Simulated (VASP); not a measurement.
These are r2SCAN meta-GGA, VASP's PBE PAW potentials (set 64) (plane waves; VASP) values and carry that method's errors.

VASP input:

**KPOINTS**
```
kpoints
0
G
8 8 4
0 0 0
```

**POSCAR**
```
TiTe2
1
    3.8190373871    -0.0000000000     0.0000000000
   -1.9095186935     3.3073833860    -0.0000000000
    0.0000000000     0.0000000000     6.7110912475
Ti Te
1 2
Direct
  0.0000000000   0.0000000000   0.0000000000
  0.6666670000   0.3333330000   0.7489334641
  0.3333330000   0.6666670000   0.2510665359
```

INCAR:
```
SYSTEM = TiTe2
PREC = Accurate
ENCUT = 400
EDIFF = 1E-6
NELM = 100
ALGO = Normal
LREAL = .FALSE.
LASPH = .TRUE.
ISMEAR = 1
SIGMA = 0.1
METAGGA = R2SCAN
LMIXTAU = .TRUE.
LMAXMIX = 4
LWAVE = .FALSE.
LCHARG = .FALSE.
IBRION = 2
ISIF = 3
NSW = 60
EDIFFG = -0.02
```

POTCAR, in this order: Ti_sv Te (PBE.64 set). Program: vasp_std.

Output of the run:

**OSZICAR**
```
       N       E                     dE             d eps       ncg     rms          rms(c)
DAV:   1     0.104429118509E+03    0.10443E+03   -0.98581E+03  1128   0.117E+03
DAV:   2    -0.594164986364E+02   -0.16385E+03   -0.16249E+03  1272   0.313E+02
DAV:   3    -0.729531822681E+02   -0.13537E+02   -0.13433E+02  1912   0.856E+01
DAV:   4    -0.732898401356E+02   -0.33666E+00   -0.33632E+00  1408   0.137E+01
DAV:   5    -0.733080893044E+02   -0.18249E-01   -0.18247E-01  1800   0.260E+00    0.125E+01
DAV:   6    -0.698577005435E+02    0.34504E+01   -0.46551E+01  1440   0.545E+01    0.121E+01
DAV:   7    -0.674588304913E+02    0.23989E+01   -0.29757E+01  1560   0.317E+01    0.553E+00
DAV:   8    -0.655618239970E+02    0.18970E+01   -0.29277E+00  1224   0.119E+01    0.181E+00
DAV:   9    -0.661502909443E+02   -0.58847E+00   -0.11255E+00  1288   0.718E+00    0.222E+00
DAV:  10    -0.659912942740E+02    0.15900E+00   -0.43928E-01  1120   0.486E+00    0.108E+00
DAV:  11    -0.662823280066E+02   -0.29103E+00   -0.32673E-01  1136   0.467E+00    0.455E-01
DAV:  12    -0.662842226668E+02   -0.18947E-02   -0.12383E-02  1344   0.103E+00    0.178E-01
DAV:  13    -0.662865254899E+02   -0.23028E-02   -0.18565E-03  1304   0.393E-01    0.119E-01
DAV:  14    -0.662855906016E+02    0.93489E-03   -0.46641E-04  1248   0.223E-01    0.652E-02
DAV:  15    -0.662868181419E+02   -0.12275E-02   -0.10634E-03  1176   0.320E-01    0.152E-02
DAV:  16    -0.662868471655E+02   -0.29024E-04   -0.12315E-04  1296   0.126E-01    0.136E-02
DAV:  17    -0.662868695785E+02   -0.22413E-04   -0.27161E-05  1496   0.564E-02    0.468E-03
DAV:  18    -0.662868689561E+02    0.62237E-06   -0.27426E-06  1128   0.151E-02
   1 F= -.66286869E+02 E0= -.66286699E+02  d E =-.662869E+02
       N       E                     dE             d eps       ncg     rms          rms(c)
DAV:   1    -0.662873536257E+02   -0.48405E-03   -0.11465E-02  1184   0.138E+00    0.187E-01
DAV:   2    -0.662875391498E+02   -0.18552E-03   -0.13072E-02  1504   0.876E-01    0.172E-01
DAV:   3    -0.662869010954E+02    0.63805E-03   -0.53928E-03  1496   0.440E-01    0.460E-02
DAV:   4    -0.662868837808E+02    0.17315E-04   -0.19939E-04  1544   0.113E-01    0.182E-02
DAV:   5    -0.662868877254E+02   -0.39445E-05   -0.22067E-05  1392   0.359E-02    0.150E-02
DAV:   6    -0.662868921872E+02   -0.44618E-05   -0.92698E-06  1432   0.247E-02    0.363E-03
DAV:   7    -0.662868950988E+02   -0.29117E-05   -0.61499E-06  1304   0.198E-02    0.259E-03
DAV:   8    -0.662868957438E+02   -0.64499E-06   -0.11861E-06   592   0.103E-02
   2 F= -.66286896E+02 E0= -.66286747E+02  d E =-.267877E-04
```

File OUTCAR:
```
------------------------ aborting loop because EDIFF is reached ----------------------------------------
  FORCE on cell =-STRESS in cart. coord.  units (eV):
  Direction    XX          YY          ZZ          XY          YZ          ZX
  --------------------------------------------------------------------------------------
  Total        0.0285813      0.0285813      0.0057582      0.0000000      0.0000000     -0.0000000
  in kB        0.5409106      0.5409106      0.1089754      0.0000000      0.0000000     -0.0000000
  external PRESSURE =       0.3969322 kB  Pullay stress =       0.0000000 kB
  volume of cell :       84.66
      direct lattice vectors                 reciprocal lattice vectors
     3.818509934 -0.000000000  0.000000000     0.261882257  0.151197792 -0.000000000
    -1.909254967  3.306926598 -0.000000000     0.000000000  0.302395584 -0.000000000
    -0.000000000  0.000000000  6.704222444    -0.000000000 -0.000000000  0.149159729
 POSITION                                       TOTAL-FORCE (eV/Angst)
 -----------------------------------------------------------------------------------
      0.00000     -0.00000      0.00000         0.000000     -0.000000      0.000000
      1.90926      1.10231      5.02130         0.000000     -0.000000     -0.013052
     -0.00000      2.20462      1.68293        -0.000000      0.000000      0.013052
 -----------------------------------------------------------------------------------
    total drift:                               -0.000000     -0.000000      0.000000
  FREE ENERGIE OF THE ION-ELECTRON SYSTEM (eV)
  ---------------------------------------------------
  free  energy   TOTEN  =       -66.2868957438 eV

  energy  without entropy=      -66.2864502773  energy(sigma->0) =      -66.28674725

 reached required accuracy - stopping structural energy minimisation
```
(Selected blocks of OUTCAR.)

CONTCAR:
```
TiTe2
   1.00000000000000
     3.8185099336699353   -0.0000000000000080    0.0000000000000000
    -1.9092549667849814    3.3069265979340798   -0.0000000000000000
    -0.0000000000000000    0.0000000000000000    6.7042224439879421
  Ti              Te
     1     2
Direct
     0.0000000000000000    0.0000000000000000    0.0000000000000000
     0.6666669999999968    0.3333330000000032    0.7489751455013945
     0.3333330000000032    0.6666669999999968    0.2510248544986054
```

The structure comes from a computed database's TiTe2 entry (P-3m1); how it stands against other phases isn't given here. This run relaxes it. Symmetry was kept, so distortions that lower it aren't found. The start is the result of an earlier pass.
